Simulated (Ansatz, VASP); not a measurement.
# NiMoIrPdW: VASP beside Ansatz

```
CELL_PARAMETERS angstrom
2.74225 0.00000 0.00000
-1.37113 2.37485 0.00000
0.00000 0.00000 11.26440
ATOMIC_POSITIONS crystal
Ni 0.00000 0.00000 0.70917
Mo 0.66667 0.33333 0.29425
Pd 0.66667 0.33333 0.89901
Ir 0.00000 0.00000 0.10604
W 0.66667 0.33333 0.52921
```

Change from the starting cell: volume scaled by 0.98.

Alike in both runs: task single point; functional PBE; k mesh 11 × 11 × 3; occupations fermi-dirac, width 0.05 eV; collinear spin, ferromagnetic start.

|  | VASP | Ansatz |
| --- | --- | --- |
| version | VASP 6.6.1 | Ansatz 0.2.0 |
| potentials or method | VASP PAW PBE potentials, release 64 (Ni, Mo_sv, Pd, Ir, W_sv) | Ansatz PAW |
| plane-wave cutoff (eV) | 520 | 420 |
| valence electrons in the cell | 57 | 81 |

Ansatz gave:

| Property | Result |
| --- | --- |
| gap on the k mesh at the Fermi level (eV) | none |
| pressure (GPa) | 4.8 |
| largest component of the traceless stress (GPa) | 0.20 |
| rms of the force components (eV/Å) | 0.152 |
| net moment per atom (μB) | 0.00 |

Task: What did VASP give for the same quantities?

Result: gap on the k mesh at the Fermi level (eV): none; pressure (GPa): 5.2; largest component of the traceless stress (GPa): 0.16; rms of the force components (eV/Å): 0.163; net moment per atom (μB): 0.00.

Atom by atom the forces differ by 0.014 eV/Å (rms over components). A gap of «none» marks a metal or a gap that the smearing closes. The two sets of potentials don't hold the same shells in valence.

Caveats: the starting moments weren't kept (Ansatz). Spin-orbit coupling is left out, which matters for the levels of Ir, W.
